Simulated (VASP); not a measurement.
These are PBEsol GGA, VASP's PBE PAW potentials (set 64) (plane waves; VASP 6.6.1) values and carry that method's errors.

VASP ran on this input.

INCAR:
```
ALGO=Normal
EDIFF=1E-7
EDIFFG=-0.01
ENCUT=480
GGA=PS
IBRION=2
ISIF=2
ISMEAR=1
LASPH=T
LCHARG=F
LMAXMIX=4
LREAL=F
LWAVE=F
NELM=100
NSW=30
PREC=Accurate
SIGMA=0.1
SYSTEM=GaSb
```

### KPOINTS
```
Automatic mesh
0
Gamma
10 10 10
0 0 0
```

POSCAR:
```
GaSb
1
    0.0000000000     3.0544226441     3.0086063044
    3.0086063044     0.0000000000     3.0086063044
    3.0086063044     3.0544226441     0.0000000000
Ga Sb
1 1
Direct
  0.0000000000   0.0000000000   0.0000000000
  0.2500000000   0.2500000000   0.2500000000
```

POTCAR, in this order: Ga_d Sb (PBE.64 set). Program: vasp_std.

The resulting files:

### OSZICAR
```
       N       E                     dE             d eps       ncg     rms          rms(c)
DAV:   1     0.755468988449E+02    0.75547E+02   -0.85753E+03  2660   0.162E+03
DAV:   2    -0.274571967575E+01   -0.78293E+02   -0.76173E+02  2932   0.303E+02
DAV:   3    -0.814989232755E+01   -0.54042E+01   -0.53689E+01  3282   0.706E+01
DAV:   4    -0.824674807872E+01   -0.96856E-01   -0.96821E-01  3056   0.107E+01
DAV:   5    -0.824945876761E+01   -0.27107E-02   -0.27106E-02  3405   0.154E+00    0.328E+00
DAV:   6    -0.817036164653E+01    0.79097E-01   -0.99485E-02  3453   0.623E+00    0.194E+00
DAV:   7    -0.814143869039E+01    0.28923E-01   -0.56280E-02  3157   0.242E+00    0.371E-01
DAV:   8    -0.814149640062E+01   -0.57710E-04   -0.54350E-03  3451   0.110E+00    0.105E-01
DAV:   9    -0.814176015175E+01   -0.26375E-03   -0.49189E-04  2891   0.193E-01    0.360E-02
DAV:  10    -0.814175631316E+01    0.38386E-05   -0.21150E-05  3330   0.411E-02    0.880E-03
DAV:  11    -0.814176657358E+01   -0.10260E-04   -0.12452E-05  2867   0.280E-02    0.340E-03
DAV:  12    -0.814176681926E+01   -0.24568E-06   -0.48638E-07  3112   0.709E-03    0.705E-04
DAV:  13    -0.814176677836E+01    0.40897E-07   -0.44010E-08  2136   0.190E-03
   1 F= -.81417668E+01 E0= -.81417789E+01  d E =-.814177E+01
```

**OUTCAR**
```
------------------------ aborting loop because EDIFF is reached ----------------------------------------
  FORCE on cell =-STRESS in cart. coord.  units (eV):
  Direction    XX          YY          ZZ          XY          YZ          ZX
  --------------------------------------------------------------------------------------
  Total        0.7068045      0.4652041      0.7068045      0.0000000     -0.0000000      0.0000000
  in kB       20.4795336     13.4792052     20.4795336      0.0000000     -0.0000000      0.0000000
  external PRESSURE =      18.1460908 kB  Pullay stress =       0.0000000 kB
  volume of cell :       55.30
      direct lattice vectors                 reciprocal lattice vectors
     0.000000000  3.054422644  3.008606304    -0.166189906  0.163697058  0.166189906
     3.008606304  0.000000000  3.008606304     0.166189906 -0.163697058  0.166189906
     3.008606304  3.054422644  0.000000000     0.166189906  0.163697058 -0.166189906
  FREE ENERGIE OF THE ION-ELECTRON SYSTEM (eV)
  ---------------------------------------------------
  free  energy   TOTEN  =        -8.1417667784 eV

  energy  without entropy=       -8.1418032490  energy(sigma->0) =       -8.14177894

 reached required accuracy - stopping structural energy minimisation
```
(Selected blocks of OUTCAR.)

The compound is GaSb in the zinc blende structure. This cell was strained or had an atom moved on purpose.
